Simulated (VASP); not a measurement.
Output of a VASP run:

**OSZICAR**
```
       N       E                     dE             d eps       ncg     rms          rms(c)
DAV:   1     0.104203140730E+03    0.10420E+03   -0.76551E+03  4752   0.128E+03
DAV:   2    -0.153503283616E+02   -0.11955E+03   -0.10754E+03  5032   0.396E+02
DAV:   3    -0.226577035242E+02   -0.73074E+01   -0.67176E+01  5864   0.784E+01
DAV:   4    -0.228463961560E+02   -0.18869E+00   -0.18665E+00  5020   0.132E+01
DAV:   5    -0.228488561064E+02   -0.24600E-02   -0.24612E-02  5640   0.120E+00    0.213E+01
DAV:   6    -0.217828866177E+02    0.10660E+01   -0.11984E+00  5108   0.100E+01    0.970E+00
DAV:   7    -0.214700506510E+02    0.31284E+00   -0.85866E-01  5448   0.840E+00    0.379E-01
DAV:   8    -0.214648680977E+02    0.51826E-02   -0.76455E-03  4876   0.729E-01    0.260E-01
DAV:   9    -0.214627714803E+02    0.20966E-02   -0.13806E-03  5124   0.456E-01    0.537E-02
DAV:  10    -0.214628148115E+02   -0.43331E-04   -0.68820E-05  5232   0.881E-02    0.106E-02
DAV:  11    -0.214627725048E+02    0.42307E-04   -0.70051E-06  4948   0.305E-02    0.114E-03
DAV:  12    -0.214627712403E+02    0.12644E-05   -0.17366E-07  4408   0.497E-03    0.101E-03
DAV:  13    -0.214627707545E+02    0.48578E-06   -0.10058E-08  2508   0.932E-04    0.208E-04
DAV:  14    -0.214627706957E+02    0.58834E-07   -0.22632E-09  2432   0.531E-04
   1 F= -.21462771E+02 E0= -.21462771E+02  d E =0.000000E+00
```

OUTCAR:
```
------------------------ aborting loop because EDIFF is reached ----------------------------------------
  FORCE on cell =-STRESS in cart. coord.  units (eV):
  Direction    XX          YY          ZZ          XY          YZ          ZX
  --------------------------------------------------------------------------------------
  Total       -0.0270864     -0.0270864      0.0366324      0.0000000      0.0000000      0.0000000
  in kB       -1.5102565     -1.5102560      2.0425079      0.0000000      0.0000000      0.0000000
  external PRESSURE =      -0.3260015 kB  Pullay stress =       0.0000000 kB
  volume of cell :       28.74
      direct lattice vectors                 reciprocal lattice vectors
     1.380785298 -2.391589925  0.000000000     0.362112778 -0.209065942  0.000000000
     1.380785298  2.391589925  0.000000000     0.362112778  0.209065942  0.000000000
     0.000000000  0.000000000  4.350798057     0.000000000  0.000000000  0.229842890
 POSITION                                       TOTAL-FORCE (eV/Angst)
 -----------------------------------------------------------------------------------
      1.38079      0.79720      1.08770        -0.000000      0.000000      0.000000
      1.38079     -0.79720      3.26310         0.000000      0.000000      0.000000
 -----------------------------------------------------------------------------------
    total drift:                                0.000000      0.000025     -0.000020
  FREE ENERGIE OF THE ION-ELECTRON SYSTEM (eV)
  ---------------------------------------------------
  free  energy   TOTEN  =       -21.4627706957 eV

  energy  without entropy=      -21.4627706957  energy(sigma->0) =      -21.46277070

 total charge

# of ion       s       p       d       tot
------------------------------------------
    1        0.651   0.759   5.975   7.385
    2        0.651   0.759   5.975   7.385
--------------------------------------------------
tot          1.302   1.518  11.951  14.771
```
(Selected blocks of OUTCAR.)

POSCAR:
```
Os
1
    1.3807852978    -2.3915899255     0.0000000000
    1.3807852978     2.3915899255     0.0000000000
    0.0000000000     0.0000000000     4.3507980566
Os
2
Direct
  0.3333330000   0.6666670000   0.2500000000
  0.6666670000   0.3333330000   0.7500000000
```

Question: Reconstruct the remaining input files.

Answer: This is not unique; one that fits is the input of the run itself, revPBE GGA, plane waves, VASP's PBE PAW potentials (set 64).

INCAR:
```
SYSTEM = Os
PREC = Accurate
ENCUT = 520
EDIFF = 1E-7
NELM = 100
ALGO = Normal
LREAL = .FALSE.
LASPH = .TRUE.
ISMEAR = -5
GGA = RE
LMAXMIX = 6
LWAVE = .FALSE.
LCHARG = .TRUE.
LORBIT = 11
NEDOS = 601
ISIF = 2
```

File KPOINTS:
```
Automatic mesh
0
Gamma
17 17 10
0 0 0
```

POTCAR, in this order: Os (PBE.64 set). Program: vasp_std.

For a metal the tetrahedron method with Blöchl corrections gives inexact stress and forces.

The compound is Os in the hcp structure. It was relaxed first.
